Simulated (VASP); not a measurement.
The system is CaPd.

```
Ca Pd
1.0
     3.50569    0.00000    0.00000
     0.00000    3.50569    0.00000
     0.00000    0.00000    3.50569
Ca Pd
1 1
Direct
  0.00000 0.00000 0.00000
  0.50000 0.50000 0.50000
```

The cell comes from a database or a generator and needn't be the stable form of this composition.

| Item | Value |
| --- | --- |
| Program | VASP 6.6.1 |
| Task | relaxation of cell and atoms |
| Functional | LDA |
| Potentials or basis | VASP PAW LDA potentials, release 64 (Ca_sv, Pd) |
| Cutoff | 600 eV |
| k mesh | 6 × 6 × 6 |
| Occupations | fermi-dirac, width 0.1 eV |
| Spin | no spin polarisation |

At the start: pressure -4.2 GPa; volume 21.54 Å³/atom.

Task: How do energy, volume and symmetry change on relaxing?

Result: Over 3 steps the energy falls by 20.0 meV/atom and the volume is 20.12 Å³/atom (-6.6 %); space group Pm-3m (No. 221, to 0.05 Å).

Step by step:
```csv
step,energy change (eV),largest force (eV/Å),pressure (GPa),volume (Å³)
1,0.0000,0.0000,-4.23,43.08
2,-0.0378,0.0000,1.13,39.64
3,-0.0399,0.0000,0.01,40.24
```

Final structure:
```cif
data_structure
_symmetry_space_group_name_H-M 'P 1'
_symmetry_Int_Tables_number 1
_cell_length_a 3.4267
_cell_length_b 3.4267
_cell_length_c 3.4267
_cell_angle_alpha 90.000
_cell_angle_beta 90.000
_cell_angle_gamma 90.000
_cell_volume 40.24
loop_
_atom_site_label
_atom_site_type_symbol
_atom_site_fract_x
_atom_site_fract_y
_atom_site_fract_z
_atom_site_occupancy
Ca1 Ca 0.00000 0.00000 0.00000 1
Pd1 Pd 0.50000 0.50000 0.50000 1
```
